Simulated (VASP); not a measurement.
Input:

```
BeZn3Se4
1.0
    0.00279     5.51335     5.51444
    5.51335     0.00279     5.51444
    2.75807     2.75807     0.00000
Zn Se Be
3 4 1
Cartesian
  5.51614   5.51614  11.01320
  5.53061   8.25974   8.27502
  8.25974   5.53061   8.27502
  1.37903   1.37903   1.37618
  4.06128   1.45486   4.21065
  1.45486   4.06128   4.21065
  4.13710   4.13710   6.75790
  2.75807   2.75807   5.51133
```

The numbers are results of PBEsol GGA, VASP's PBE PAW potentials (set 64) (plane waves; VASP), not measurements. Run with 400 eV cut-off, Gaussian smearing of 0.050 eV, potentials Zn Se Be.

### Question
Give the energies of bands 23 to 36 at the high-symmetry points, in eV from the valence-band maximum.

### Answer

```json
[
 {"band": "23", "Γ": "-2.59", "Y": "-3.03", "C0": "-3.38", "Z": "-4.23", "A0": "-4.72", "T": "-4.90", "S": "-3.17", "R": "-4.63"},
 {"band": "24", "Γ": "-2.50", "Y": "-2.83", "C0": "-3.16", "Z": "-3.27", "A0": "-2.67", "T": "-2.64", "S": "-2.75", "R": "-3.01"},
 {"band": "25", "Γ": "-1.23", "Y": "-2.67", "C0": "-2.15", "Z": "-3.17", "A0": "-2.57", "T": "-2.52", "S": "-2.67", "R": "-2.86"},
 {"band": "26", "Γ": "-1.16", "Y": "-1.99", "C0": "-2.04", "Z": "-3.13", "A0": "-2.53", "T": "-2.44", "S": "-2.21", "R": "-2.73"},
 {"band": "27", "Γ": "-1.02", "Y": "-1.66", "C0": "-1.53", "Z": "-3.04", "A0": "-2.28", "T": "-2.30", "S": "-1.62", "R": "-2.57"},
 {"band": "28", "Γ": "-0.81", "Y": "-1.26", "C0": "-1.30", "Z": "-2.78", "A0": "-1.82", "T": "-1.23", "S": "-0.86", "R": "-2.12"},
 {"band": "29", "Γ": "-0.08", "Y": "-1.20", "C0": "-1.29", "Z": "-2.71", "A0": "-1.50", "T": "-0.98", "S": "-0.69", "R": "-1.81"},
 {"band": "30", "Γ": "-0.06", "Y": "-0.99", "C0": "-1.20", "Z": "-1.29", "A0": "-1.12", "T": "-0.95", "S": "-0.39", "R": "-1.58"},
 {"band": "31", "Γ": "0.00", "Y": "-0.89", "C0": "-0.52", "Z": "-0.85", "A0": "-1.10", "T": "-0.81", "S": "-0.38", "R": "-1.58"},
 {"band": "32", "Γ": "1.73", "Y": "3.19", "C0": "3.44", "Z": "3.96", "A0": "2.78", "T": "2.30", "S": "2.84", "R": "3.17"},
 {"band": "33", "Γ": "2.55", "Y": "3.92", "C0": "3.99", "Z": "4.44", "A0": "2.92", "T": "2.64", "S": "3.11", "R": "3.58"},
 {"band": "34", "Γ": "2.55", "Y": "4.19", "C0": "4.07", "Z": "5.30", "A0": "3.32", "T": "2.78", "S": "3.44", "R": "3.83"},
 {"band": "35", "Γ": "2.90", "Y": "4.30", "C0": "4.15", "Z": "5.43", "A0": "3.42", "T": "2.82", "S": "3.84", "R": "3.89"},
 {"band": "36", "Γ": "3.54", "Y": "4.40", "C0": "4.63", "Z": "5.66", "A0": "3.46", "T": "3.05", "S": "5.45", "R": "5.38"}
]
```

The gap is direct, 1.73 eV, from the valence maximum at Γ to the conduction minimum at Γ.

The structure was generated: BeZn3Se4 was put into an ordered model structure (Amm2), which need not be its known phase. It was relaxed first.
